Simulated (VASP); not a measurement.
Energy against volume of Na₂S (antifluorite). Calculation: SCAN meta-GGA, VASP's PBE PAW potentials (set 64) (plane waves; VASP). Settings: 520 eV cut-off, 6×6×6 Γ-centred mesh, Gaussian smearing of 0.050 eV, potentials Na_pv S.

```csv
V (Å³/atom),E (eV/atom)
22.065,-7.29430
22.748,-7.29569
23.430,-7.29273
24.112,-7.28616
```

Q: Fit these four points and predict the energy of the run at 21.383 Å³/atom.

A: A cubic in V^(−2/3), the third-order Birch-Murnaghan form, passes through the four points with V0 = 22.61 Å³/atom and B0 = 35 GPa, and gives -7.2877 eV/atom there. The run gave -7.2880 eV/atom, -0.3 meV/atom from the fit; all five points give B0 = 34 GPa.

The compound is Na2S in the antifluorite structure. It was relaxed first.
